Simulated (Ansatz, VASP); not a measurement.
# MgCdSeS in two plane-wave programs, part 2 of 2

One calculation is typed for both programs; each brings its own data sets. How far apart do they land? The cell is invented: As first built, before any earlier steps moved the atoms (in the runner's words): it takes the ZnCdSeS structure with some of its atoms replaced by other elements, volume scaled by an estimate. It may not be a known or stable phase. The cell is taken from a series of VASP runs on this material, whose earlier steps may have relaxed, scaled or displaced it; both programs get it as it stands. Valence electrons are named where the data sets of a main pair hold unlike numbers.

VASP 6.6.1 and Ansatz 0.2.0.

So far: The starting structure; Ansatz: relaxation of cell and atoms, PBE with D3(BJ); VASP: relaxation of cell and atoms, PBE with D3(BJ).

### 3. VASP: relaxation of cell and atoms, PBE with D3(BJ) (continued)

Level of this step: PBE with D3(BJ); plane waves and PAW (Cd, Se, S, Mg); invented cell (VASP).

Numbers of over 12 decimals in the logs are rounded to 6 here.

Parts of OUTCAR (step 3):

```text
ion  position               nearest neighbor table
   1  0.000  0.000  0.516-   3 2.53   2 2.61   2 2.61   2 2.61
   2  0.333  0.667  0.362-   4 2.56   1 2.61   1 2.61   1 2.61
   3  0.000  0.000  0.889-   4 2.48   4 2.48   4 2.48   1 2.53
   4  0.333  0.667  0.985-   3 2.48   3 2.48   3 2.48   2 2.56

  LATTYP: Found a hexagonal cell.
 ALAT       =     4.1479216053
 C/A-ratio  =     1.6357251301

 Subroutine GETGRP returns: Found  6 space group operations
 (whereof  6 operations were pure point group operations)

The static configuration has the point symmetry C_3v.

 Found     24 irreducible k-points:

   k-points           NKPTS =     24   k-points in BZ     NKDIM =     24   number of bands    NBANDS=     19

   dimension x,y,z NGX =    28 NGY =   28 NGZ =   48
   dimension x,y,z NGXF=    56 NGYF=   56 NGZF=   96

   ENCUT  =  400.0 eV  29.40 Ry    5.42 a.u.   6.76  6.76 11.06*2*pi/ulx,y,z

   NELECT =      26.0000    total number of electrons

 k-points in reciprocal lattice and weights: Automatic mesh
   0.00000000  0.00000000  0.00000000       0.007
   0.16666667  0.00000000  0.00000000       0.042
   0.33333333  0.00000000  0.00000000       0.042
   0.50000000  0.00000000  0.00000000       0.021
   0.16666667  0.16666667  0.00000000       0.042
   0.33333333  0.16666667  0.00000000       0.083
   0.33333333  0.33333333  0.00000000       0.014
   0.00000000  0.00000000  0.25000000       0.014
   0.16666667  0.00000000  0.25000000       0.042
[...]
0.33333333  0.16666667  0.50000000       0.083
   0.33333333  0.33333333  0.50000000       0.014

 Edisp (eV)   -1.18189

 average (electrostatic) potential at core
       1 -39.2708       2 -55.5720       3 -89.0027       4 -39.4935

 E-fermi :   2.3268

 k-point     1 :       0.0000    0.0000    0.0000
  band No.  band energies     occupation
    ...
      9      -0.0884      2.00000
     10      -0.0883      2.00000
     11       0.9904      2.00000
     12       1.5621      2.00000
     13       1.5621      2.00000
     14       3.0186      0.00000
     15       4.7273      0.00000
     16       7.7908      0.00000
     17       7.7908      0.00000
     18       7.9734      0.00000
    ...

 k-point     2 :       0.1667    0.0000    0.0000
  band No.  band energies     occupation
    ...
      9      -0.7843      2.00000
     10      -0.2407      2.00000
     11       0.2281      2.00000
     12       0.9268      2.00000
     13       1.3335      2.00000
     14       4.0906      0.00000
     15       5.4873      0.00000
     16       7.1941      0.00000
     17       7.8185      0.00000
     18       8.1843      0.00000
    ...

 k-point     3 :       0.3333    0.0000    0.0000
  band No.  band energies     occupation
    ...
      9      -1.7057      2.00000
     10      -1.1301      2.00000
     11      -0.5247      2.00000
     12       0.3878      2.00000
     13       0.9318      2.00000
     14       5.0772      0.00000
     15       5.3868      0.00000
     16       6.5860      0.00000
     17       7.8466      0.00000
     18       8.1172      0.00000
    ...

 Edisp (eV)   -1.18204

  Total       0.01264     0.01264    -0.03826    -0.00000     0.00000     0.00000
  in kB       0.20025     0.20025    -0.60633    -0.00000     0.00000     0.00000
  external pressure =       -0.07 kB  Pullay stress =        0.00 kB

  energy-cutoff  :      400.00
  volume of cell :      101.11
      direct lattice vectors                 reciprocal lattice vectors
     4.147718091 -0.000000003 -0.000000000     0.241096424  0.139197113 -0.000000000
    -2.073859552  3.592029410  0.000000000     0.000000000  0.278394157 -0.000000000
     0.000000000  0.000000000  6.786352530     0.000000000 -0.000000000  0.147354561

 POSITION                                       TOTAL-FORCE (eV/Angst)
 -----------------------------------------------------------------------------------
      0.00000      0.00000      3.50005         0.000000      0.000000      0.004012
     -0.00000      2.39469      2.45963        -0.000000     -0.000000     -0.001585
      4.14772     -0.00000      6.03650         0.000000      0.000000      0.006113
     -0.00000      2.39469      6.67985        -0.000000     -0.000000     -0.008541
 -----------------------------------------------------------------------------------
    total drift:                                0.000014     -0.000001      0.000153

  FREE ENERGIE OF THE ION-ELECTRON SYSTEM (eV)
  ---------------------------------------------------
  free  energy   TOTEN  =       -14.9502528494 eV

  energy  without entropy=      -14.9502528278  energy(sigma->0) =      -14.95025284

 reached required accuracy - stopping structural energy minimisation

 total charge
# of ion       s       p       d       tot
------------------------------------------
    1        0.442   0.333   9.554  10.329
    2        1.439   2.445   0.020   3.904
    3        1.314   2.462   0.000   3.776
    4        0.161   0.135   0.035   0.331
--------------------------------------------------
tot          3.356   5.375   9.609  18.340

[... 3 further parts left out ...]
```

CONTCAR:

```
MgCdSeS
   1.00000000000000
     4.1477180914651610   -0.0000000034709140   -0.0000000000000000
    -2.0738595516327165    3.5920294095089762    0.0000000000000000
     0.0000000000000000    0.0000000000000000    6.7863525304478012
  Cd              Se              S               Mg
     1     1     1     1
Direct
     0.0000000000000000    0.0000000000000000    0.5157483854592219
     0.3333333300000021    0.6666666699999979    0.3624382654038608
     1.0000000000000000    0.0000000000000000    0.8895062892763624
     0.3333333300000021    0.6666666699999979    0.9843070598605572
```

The gap is read on the k-mesh alone, so it is an upper bound where the band edges lie off the mesh. The run keeps the 6 symmetry operations of its start, so it cannot find a distortion of lower symmetry.

### 4. Comparison

Known differences besides the potentials themselves: both relaxations stop at a tolerance, which leaves soft axes loose, and VASP keeps its plane-wave basis; the data sets hold 52 valence electrons in Ansatz (on its default PAW (the set named soft_2) files) and 26 in VASP; the cutoff is 420 eV in Ansatz and 400 eV in VASP; VASP leaves aspherical gradient terms in its spheres out (LASPH is not set), Ansatz keeps them; Ansatz adds a Pulay correction to the stress that steers its cell, VASP none. Total energies have different zeros and are not compared.

The two programs side by side:

```
                                         quantity  Ansatz    VASP  difference
                                      volume (Å³)  101.31  101.11     +0.20 %
edge a after relaxation, in the typed setting (Å)   4.154   4.148     +0.15 %
edge c after relaxation, in the typed setting (Å)   6.779   6.786     -0.10 %
```

The walks stopped with -0.01 GPa left in Ansatz and -0.01 GPa in VASP; each walk ends within a tolerance, so the volume difference is uncertain by about these residues over the bulk modulus, most in soft cells.

### 5. What came out

```yaml
difference_in_volume_relaxation_of_cell_and_atoms_pbe_with_d3_bj: 0.20 %
```

What this shows: The difference in volume is 0.20 % (relaxation of cell and atoms, PBE with D3(BJ)), within the 1.2 % picked in this series as the mark of a large difference, as far as the stopping tolerances let one tell. The data sets hold unlike numbers of valence electrons (52 in Ansatz and 26 in VASP), so part of the differences comes from the potentials. Such differences can come from data sets, numerical settings and the points named under the comparisons, not from the functional's error against experiment.

[Lines on the potential files, build, host, timing and source positions are cut from VASP's logs without a mark.]

[Logs are printed without paths, hosts, clocks, repeated set-up lines and the standing remarks that a program may print on its own settings, such as how far it seeks lower states.]

[Hosts, paths, dates, database ids (printed as entryN), source tags and the programs' standing remarks are cut or masked in the printed files.]
